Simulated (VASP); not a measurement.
AlN:

```
CELL_PARAMETERS angstrom
3.10669 0.00000 0.00000
-1.55335 2.69048 0.00000
0.00000 0.00000 4.97859
ATOMIC_POSITIONS crystal
Al 0.33333 0.66667 0.99670
Al 0.66667 0.33333 0.49670
N 0.33333 0.66667 0.37830
N 0.66667 0.33333 0.87830
```

The cell was built by a generator and needn't be a form met in nature.

Base run:

| Property | Result |
| --- | --- |
| Program | VASP 6.6.1 |
| Functional | r2SCAN |
| Potentials or basis | VASP PAW PBE potentials, release 64 (Al, N) |
| Cutoff | 520 eV |
| k mesh | 6 × 6 × 4 |
| Occupations | gaussian, width 0.01 eV |
| Spin | no spin polarisation |

Its results: band gap on the k mesh 4.92 eV, direct; pressure -0.4 GPa; largest force 0.003 eV/Å.

Task: After a change of settings the same cell gave: band gap on the k mesh 5.60 eV, direct; pressure -0.9 GPa; largest force 0.009 eV/Å. Which change was it?
A. functional from r2SCAN to HSE06; k mesh from 6 × 6 × 4 to 6 × 6 × 2
B. occupations from gaussian, width 0.01 eV to gaussian, width 0.5 eV
C. further incar settings from ALGO = Normal; EDIFF = 1e-06; NBANDS = 16 to ALGO = Normal; EDIFF = 1e-07; NBANDS = 16

Result: A.

Caveats: some runs use coarse meshes; the PAW data sets were made with another functional, which shifts forces and pressure a little.
